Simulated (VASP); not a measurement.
Method: r2SCAN meta-GGA, VASP's PBE PAW potentials (set 64) (plane waves; VASP).

VASP ran on this input.

**INCAR**
```
SYSTEM=WS2
PREC=Accurate; ENCUT=520; LREAL=.FALSE.
LASPH=.TRUE.
EDIFF=1E-7; NELM=100; ALGO=Normal
LMAXMIX=6; LMIXTAU=.TRUE.
ISMEAR=-5
METAGGA=R2SCAN
ISIF=2
LWAVE=.FALSE.; LCHARG=.FALSE.; LORBIT=11
NEDOS=601
LEFG=.TRUE.
```

### KPOINTS_OPT
```
k-points along high-symmetry lines
6
Line-mode
Reciprocal
  0.000000   0.000000   0.000000 ! GAMMA
  0.000000   0.500000   0.000000 ! M

  0.000000   0.500000   0.000000 ! M
 -0.333333   0.666667   0.000000 ! K

 -0.333333   0.666667   0.000000 ! K
  0.000000   0.000000   0.000000 ! GAMMA

  0.000000   0.000000   0.000000 ! GAMMA
  0.000000   0.000000   0.500000 ! A

  0.000000   0.000000   0.500000 ! A
  0.000000   0.500000   0.500000 ! L

  0.000000   0.500000   0.500000 ! L
 -0.333333   0.666667   0.500000 ! H

 -0.333333   0.666667   0.500000 ! H
  0.000000   0.000000   0.500000 ! A

  0.000000   0.500000   0.500000 ! L
  0.000000   0.500000   0.000000 ! M

 -0.333333   0.666667   0.500000 ! H
 -0.333333   0.666667   0.000000 ! K
```

### POSCAR
```
WS2
1
    1.5906726465    -2.7551258194     0.0000000000
    1.5906726465     2.7551258194     0.0000000000
    0.0000000000     0.0000000000    13.0368246373
W S
2 4
Direct
  0.3333330000   0.6666670000   0.2500000000
  0.6666670000   0.3333330000   0.7500000000
  0.3333330000   0.6666670000   0.8697373860
  0.6666670000   0.3333330000   0.3697373860
  0.6666670000   0.3333330000   0.1302626140
  0.3333330000   0.6666670000   0.6302626140
```

**KPOINTS**
```
Automatic mesh
0
Gamma
9 9 2
0 0 0
```

POTCAR, in this order: W_sv S (PBE.64 set). Program: vasp_std.

The run wrote:

### OUTCAR
```
 ion  position               nearest neighbor table
   1  0.333  0.667  0.250-   4 2.41   5 2.41   4 2.41   5 2.41   4 2.41   5 2.41
   2  0.667  0.333  0.750-   3 2.41   6 2.41   3 2.41   6 2.41   3 2.41   6 2.41
   3  0.333  0.667  0.870-   2 2.41   2 2.41   2 2.41
   4  0.667  0.333  0.370-   1 2.41   1 2.41   1 2.41
   5  0.667  0.333  0.130-   1 2.41   1 2.41   1 2.41
   6  0.333  0.667  0.630-   2 2.41   2 2.41   2 2.41
  LATTYP: Found a hexagonal cell.
 ALAT       =     3.1813452735
 C/A-ratio  =     4.0978968067
 Subroutine PRICEL returns:
 Original cell was already a primitive cell.
 Subroutine GETGRP returns: Found 24 space group operations
The static configuration has the point symmetry D_3d.
 The point group associated with its full space group is D_6h.
The dynamic configuration has the point symmetry D_3d.
 Subroutine INISYM returns: Found 24 space group operations
 Subroutine IBZKPT returns following result:
 Found     24 irreducible k-points:

 Following reciprocal coordinates:
            Coordinates               Weight
  0.000000  0.000000  0.000000      1.000000
  0.111111  0.000000  0.000000      6.000000
  0.222222 -0.000000  0.000000      6.000000
  0.333333  0.000000  0.000000      6.000000
  0.444444 -0.000000  0.000000      6.000000
  0.111111  0.111111  0.000000      6.000000
  0.222222  0.111111  0.000000     12.000000
  0.333333  0.111111  0.000000     12.000000
  0.444444  0.111111  0.000000      6.000000
  0.222222  0.222222  0.000000      6.000000
  0.333333  0.222222  0.000000     12.000000
  0.333333  0.333333  0.000000      2.000000
  0.000000  0.000000  0.500000      1.000000
  0.111111  0.000000  0.500000      6.000000
  0.222222 -0.000000  0.500000      6.000000
  0.333333  0.000000  0.500000      6.000000
  0.444444 -0.000000  0.500000      6.000000
  0.111111  0.111111  0.500000      6.000000
  0.222222  0.111111  0.500000     12.000000
  0.333333  0.111111  0.500000     12.000000
  0.444444  0.111111  0.500000      6.000000
  0.222222  0.222222  0.500000      6.000000
  0.333333  0.222222  0.500000     12.000000
  0.333333  0.333333  0.500000      2.000000
   k-points           NKPTS =     24   k-points in BZ     NKDIM =     24   number of bands    NBANDS=     31
   number of dos      NEDOS =    601   number of ions     NIONS =      6
   total plane-waves  NPLWV =  56448
   dimension x,y,z NGX =    24 NGY =   24 NGZ =   98
   dimension x,y,z NGXF=    48 NGYF=   48 NGZF=  196
   ions per type =               2   4
   PREC   = accura    normal or accurate (medium, high low for compatibility)
   ISTART =      0    job   : 0-new  1-cont  2-samecut
   ICHARG =      2    charge: 1-file 2-atom 10-const
   ISPIN  =      1    spin polarized calculation?
   LNONCOLLINEAR =      F non collinear calculations
   LSORBIT =      F    spin-orbit coupling
   INIWAV =      1    electr: 0-lowe 1-rand  2-diag
   ENCUT  =  520.0 eV  38.22 Ry    6.18 a.u.   5.92  5.92 24.24*2*pi/ulx,y,z
   NELM   =    100;   NELMIN=  2; NELMDL= -5     # of ELM steps
   EDIFF  = 0.1E-06   stopping-criterion for ELM
   LREAL  =      F    real-space projection
   NLSPLINE    = F    spline interpolate recip. space projectors
   LMAXMIX     =    6 max onsite mixed and CHGCAR
   VOSKOWN=      0    Vosko Wilk Nusair interpolation
   EDIFFG = 0.1E-05   stopping-criterion for IOM
   NSW    =      0    number of steps for IOM
   NBLOCK =      1;   KBLOCK =      1    inner block; outer block
   IBRION =     -1    ionic relax: 0-MD 1-quasi-New 2-CG
   NFREE  =      0    steps in history (QN), initial steepest desc. (CG)
   ISIF   =      2    stress and relaxation
   ISYM   =      2    0-nonsym 1-usesym 2-fastsym
   TEIN   =    0.0    initial temperature
   TEBEG  =    0.0;   TEEND  =   0.0 temperature during run
...
```

File OSZICAR:
```
       N       E                     dE             d eps       ncg     rms          rms(c)
DAV:   1     0.437498366022E+03    0.43750E+03   -0.29416E+04  1656   0.170E+03
DAV:   2    -0.117888509416E+03   -0.55539E+03   -0.54303E+03  1768   0.455E+02
DAV:   3    -0.154268702362E+03   -0.36380E+02   -0.36139E+02  1880   0.106E+02
DAV:   4    -0.155207029706E+03   -0.93833E+00   -0.93593E+00  1842   0.176E+01
DAV:   5    -0.155232013238E+03   -0.24984E-01   -0.24971E-01  1881   0.287E+00    0.401E+01
DAV:   6    -0.148167043952E+03    0.70650E+01   -0.12910E+01  1793   0.267E+01    0.168E+01
DAV:   7    -0.142429241719E+03    0.57378E+01   -0.29996E+00  1866   0.895E+00    0.497E+00
DAV:   8    -0.142939200144E+03   -0.50996E+00   -0.89213E-01  1984   0.704E+00    0.313E+00
DAV:   9    -0.140539863561E+03    0.23993E+01   -0.32656E-01  1621   0.420E+00    0.110E+00
DAV:  10    -0.140173212860E+03    0.36665E+00   -0.11794E-01  1749   0.253E+00    0.376E-01
DAV:  11    -0.139896435271E+03    0.27678E+00   -0.28820E-01  1643   0.361E+00    0.425E-01
DAV:  12    -0.139994354119E+03   -0.97919E-01   -0.42719E-02  1691   0.166E+00    0.325E-01
DAV:  13    -0.140156907894E+03   -0.16255E+00   -0.63035E-02  1572   0.169E+00    0.295E-01
DAV:  14    -0.140161197361E+03   -0.42895E-02   -0.17362E-02  1733   0.953E-01    0.859E-02
DAV:  15    -0.140164034362E+03   -0.28370E-02   -0.21081E-03  1754   0.303E-01    0.820E-02
DAV:  16    -0.140163844371E+03    0.18999E-03   -0.17385E-03  1719   0.274E-01    0.108E-01
DAV:  17    -0.140165825261E+03   -0.19809E-02   -0.73431E-04  1649   0.204E-01    0.751E-02
DAV:  18    -0.140165909240E+03   -0.83979E-04   -0.14869E-04  1855   0.895E-02    0.547E-02
DAV:  19    -0.140165921371E+03   -0.12131E-04   -0.97425E-05  1747   0.592E-02    0.342E-02
DAV:  20    -0.140165922957E+03   -0.15854E-05   -0.70126E-05  1747   0.502E-02    0.202E-02
DAV:  21    -0.140165934558E+03   -0.11601E-04   -0.35955E-05  1713   0.409E-02    0.166E-02
DAV:  22    -0.140165936636E+03   -0.20787E-05   -0.68203E-06  1796   0.175E-02    0.147E-02
DAV:  23    -0.140165936496E+03    0.14022E-06   -0.10884E-06  1858   0.529E-03    0.951E-03
DAV:  24    -0.140165935180E+03    0.13165E-05   -0.13007E-06  1576   0.837E-03    0.373E-03
DAV:  25    -0.140165938034E+03   -0.28545E-05   -0.19892E-06  1506   0.101E-02    0.320E-03
DAV:  26    -0.140165937415E+03    0.61933E-06   -0.31072E-07  1504   0.407E-03    0.283E-03
DAV:  27    -0.140165937358E+03    0.56942E-07   -0.25412E-08  1031   0.114E-03
   1 F= -.14016594E+03 E0= -.14016594E+03  d E =0.000000E+00
       N       E                     dE             ncg
       N       E                     dE             ncg
       N       E                     dE             ncg
```

### OUTCAR
```
------------------------ aborting loop because EDIFF is reached ----------------------------------------
  FORCE on cell =-STRESS in cart. coord.  units (eV):
  Direction    XX          YY          ZZ          XY          YZ          ZX
  --------------------------------------------------------------------------------------
  Total        0.1050695      0.1050695     -0.0686758      0.0000000     -0.0000000      0.0000000
  in kB        1.4732050      1.4732050     -0.9629195      0.0000000     -0.0000000      0.0000000
  external PRESSURE =       0.6611635 kB  Pullay stress =       0.0000000 kB
  volume of cell :      114.27
      direct lattice vectors                 reciprocal lattice vectors
     1.590672647 -2.755125819  0.000000000     0.314332431 -0.181479915  0.000000000
     1.590672647  2.755125819  0.000000000     0.314332431  0.181479915  0.000000000
     0.000000000  0.000000000 13.036824637     0.000000000  0.000000000  0.076705795
 POSITION                                       TOTAL-FORCE (eV/Angst)
 -----------------------------------------------------------------------------------
      1.59067      0.91838      3.25921         0.000000     -0.000000      0.000000
      1.59067     -0.91838      9.77762         0.000000      0.000000      0.000000
      1.59067      0.91838     11.33861        -0.000000     -0.000000     -0.010210
      1.59067     -0.91838      4.82020        -0.000000      0.000000     -0.010210
      1.59067     -0.91838      1.69821        -0.000000      0.000000      0.010210
      1.59067      0.91838      8.21662         0.000000     -0.000000      0.010210
 -----------------------------------------------------------------------------------
    total drift:                                0.000162      0.001166     -0.000035
  FREE ENERGIE OF THE ION-ELECTRON SYSTEM (eV)
  ---------------------------------------------------
  free  energy   TOTEN  =      -140.1659373580 eV

  energy  without entropy=     -140.1659373580  energy(sigma->0) =     -140.16593736

 total charge

# of ion       s       p       d       tot
------------------------------------------
    1        2.312   6.330   3.351  11.992
    2        2.312   6.330   3.351  11.992
    3        1.350   2.388   0.000   3.738
    4        1.350   2.388   0.000   3.738
    5        1.350   2.388   0.000   3.738
    6        1.350   2.388   0.000   3.738
--------------------------------------------------
tot         10.022  22.213   6.702  38.937

 Electric field gradients after diagonalization (V/A^2)
 (convention: |V_zz| > |V_xx| > |V_yy|)
----------------------------------------------------------------------
 ion       V_xx      V_yy      V_zz     asymmetry (V_yy - V_xx)/ V_zz
----------------------------------------------------------------------
   1      76.524    76.524  -153.049       0.000
   2      76.524    76.524  -153.049       0.000
   3      24.087    24.086   -48.172       0.000
   4      24.087    24.086   -48.172       0.000
   5      24.087    24.085   -48.172       0.000
   6      24.087    24.085   -48.172       0.000
```
(Selected blocks of OUTCAR.)

The compound is WS2 in the 2H layered structure. It was relaxed first, which changed the volume by +8 %.
